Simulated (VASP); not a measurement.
Runs of VASP 6.6.1 on KBr. The cell holds a molecule in a box, 2 atoms: a = 12.000 Å, b = 10.000 Å, c = 11.000 Å, α = 90.00°, β = 90.00°, γ = 90.00°. 

| task | level | cell | grid for exact exchange (PRECFOCK) | exchange at q = 0 | gap on the mesh (eV) | largest force (eV/Å) |
| --- | --- | --- | --- | --- | --- | --- |
| relaxation of the atoms | TPSS+TS | atoms relaxed | - | - | 3.07 | 0.02 |
| single point | r2SCAN | as given | - | - | (a) | 0.01 |
| single point | r2SCAN0+D3(BJ) | as given | Fast | default | 5.21 | 0.02 |
| electron localisation function | PBE | as given | - | - | 2.95 | 0.03 |
| single point | PBE | as given | - | - | 2.95 | 0.03 |

Alike in all rows: potentials or basis VASP PAW PBE potentials, release 64 (K_sv, Br); no spin polarisation; k mesh 1 × 1 × 1; cutoff (eV) 520; smearing gaussian 0.01 eV.

Estimate the missing entries.

(a) 3.90.

Caveats: the PAW data sets were made with another functional, which shifts forces and pressure a little (some runs).

A k mesh can miss the band edges, and the runs leave out spin-orbit coupling on Br.

Not every run made on this cell is shown here.
